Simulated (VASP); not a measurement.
Input for VASP

POSCAR:
```
GdN
1
    0.0000000000     2.5398000000     2.5398000000
    2.5398000000     0.0000000000     2.5398000000
    2.5398000000     2.5398000000     0.0000000000
Gd N
1 1
Direct
  0.0000000000   0.0000000000   0.0000000000
  0.5000000000   0.5000000000   0.5000000000
```

### KPOINTS
```
Automatic mesh
0
Gamma
7 7 7
0 0 0
```

### INCAR
```
SYSTEM = GdN
PREC = Accurate
ENCUT = 520
EDIFF = 1E-6
NELM = 100
ALGO = Normal
LREAL = .FALSE.
LASPH = .TRUE.
ISMEAR = 0
SIGMA = 0.05
GGA = PE
LMAXMIX = 6
LWAVE = .FALSE.
LCHARG = .FALSE.
ISIF = 2
NBANDS = 6
```

POTCAR, in this order: Gd_3 N (PBE.64 set). Program: vasp_std.

What VASP printed:

### standard output
```
 POSCAR found type information on POSCAR GdN
 POSCAR found :  2 types and       2 ions
 Reading from existing POTCAR
 Reading from existing POTCAR
 LDA part: xc-table for (Slater+PW92), standard interpolation

 -----------------------------------------------------------------------------
|                                                                             |
|     EEEEEEE  RRRRRR   RRRRRR   OOOOOOO  RRRRRR      ###     ###     ###     |
|     E        R     R  R     R  O     O  R     R     ###     ###     ###     |
|     E        R     R  R     R  O     O  R     R     ###     ###     ###     |
|     EEEEE    RRRRRR   RRRRRR   O     O  RRRRRR       #       #       #      |
|     E        R   R    R   R    O     O  R   R                               |
|     E        R    R   R    R   O     O  R    R      ###     ###     ###     |
|     EEEEEEE  R     R  R     R  OOOOOOO  R     R     ###     ###     ###     |
|                                                                             |
|     The number of bands is not sufficient to hold all electrons. I am       |
|     sorry, but this calculation does not make sense. If you want to         |
|     calculate only selected states, you need to set either EFERMI or        |
|     EREF. EREF specifies around which energy states are supposed to be      |
|     calculated.                                                             |
|     I found NBANDS = 6, NELECT = 14.                                        |
|                                                                             |
|       ---->  I REFUSE TO CONTINUE WITH THIS SICK JOB ... BYE!!! <----       |
|                                                                             |
 -----------------------------------------------------------------------------
```

Problem. From input and log, find the fault in this run and mend it.

Solution. The cause: NBANDS is too small to hold all electrons. VASP stops with an error: The number of bands is not sufficient to hold all electrons. I am sorry, but this calculation does not make sense. If you want to calculate only selected states, you need to set either EFERMI or EREF. EREF specifies around which energy states are supposed to be calculated. I found NBANDS = 6, NELECT = 14. ----> I REFUSE TO CONTINUE WITH THIS SICK JOB ... BYE!!! <---- To mend it, remove NBANDS.

The mended run (PBE GGA, plane waves, VASP's PBE PAW potentials (set 64)) converges, and its OSZICAR ends with
```
   1 F= -.16111116E+02 E0= -.16111098E+02  d E =-.343626E-04
```

The compound is GdN in the rock salt structure. The cell was not relaxed at this level. The 4f electrons are frozen in the core of the lanthanide potential, so 4f levels, which can set the real gap, and their magnetism are missing.
